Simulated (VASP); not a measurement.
Given:

```xyz
2
Lattice="0.0000 2.2741 2.2741 2.2741 0.0000 2.2741 2.2741 2.2741 0.0000" Properties=species:S:1:pos:R:3 pbc="T T T"
Ga     0.0000     0.0000     0.0000
N      3.4112     3.4112     3.4112
```

Method: modified Becke-Johnson potential (mBJ), VASP's PBE PAW potentials (set 64) (plane waves; VASP). Numerical set-up: 500 eV cut-off, 8×8×8 Γ-centred mesh, Gaussian smearing of 0.050 eV, potentials Ga_d N.

mBJ is a potential without an energy functional, so only the levels count.

### Question
Give the energies of bands 7 to 10 at the high-symmetry points, in eV from the valence-band maximum.

### Answer

| band | Γ | X | U | L | W |
|---|---|---|---|---|---|
| 7 | 0.00 | -5.46 | -5.20 | -6.27 | -5.05 |
| 8 | 0.00 | -2.44 | -3.75 | -0.88 | -3.30 |
| 9 | 0.00 | -2.44 | -1.95 | -0.88 | -3.15 |
| 10 | 2.70 | 4.60 | 6.18 | 5.82 | 7.27 |

The gap is direct, 2.70 eV, from the valence maximum at Γ to the conduction minimum at Γ.

The structure comes from a computed database's GaN entry (F-43m); how it stands against other phases isn't given here. It was relaxed first. The cell's shape comes from a PBE relaxation.
